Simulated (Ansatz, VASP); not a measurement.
## ZrVC2: VASP beside Ansatz

```
Zr V C
1.0
     1.54109    0.88975    5.05962
    -1.54109    0.88975    5.05962
     0.00000   -1.77950    5.05962
Zr V C
1 1 2
Direct
  0.00000 0.00000 0.00000
  0.50000 0.50000 0.50000
  0.75472 0.75472 0.75472
  0.24528 0.24528 0.24528
```

Alike in both runs: task single point; functional PBEsol; k mesh 6 × 6 × 6; occupations gaussian, width 0.1 eV; collinear spin.

```csv
,VASP,Ansatz
version,VASP 6.6.1,Ansatz 0.2.0
potentials or method,"VASP PAW PBE potentials, release 64 (Zr_sv, V_sv, C)","scalar-relativistic, plane waves, PAW"
plane-wave cutoff (eV),520,420
valence electrons in the cell,33,33
```

```tsv
	VASP	Ansatz	Ansatz less VASP
gap on the k mesh at the Fermi level (eV)	none	none	-
pressure (GPa)	8.5	8.0	-0.46
largest component of the traceless stress (GPa)	2.44	2.42	-0.017
rms of the force components (eV/Å)	0.624	0.621	-0.0030
net moment per atom (μB)	0.00	0.00	0.000
```

Atom by atom the forces differ by 0.003 eV/Å (rms over components). A gap of «none» marks a metal or a gap that the smearing closes. With one functional, cell and mesh, what is left measures potentials, basis and numerics. Ansatz warned: «seeded_moment_not_kept».

Caveats: the k mesh is coarse (spacing up to 0.40 Å⁻¹), so the values aren't converged; the PAW data sets were made with another functional, which shifts forces and pressure a little (VASP).
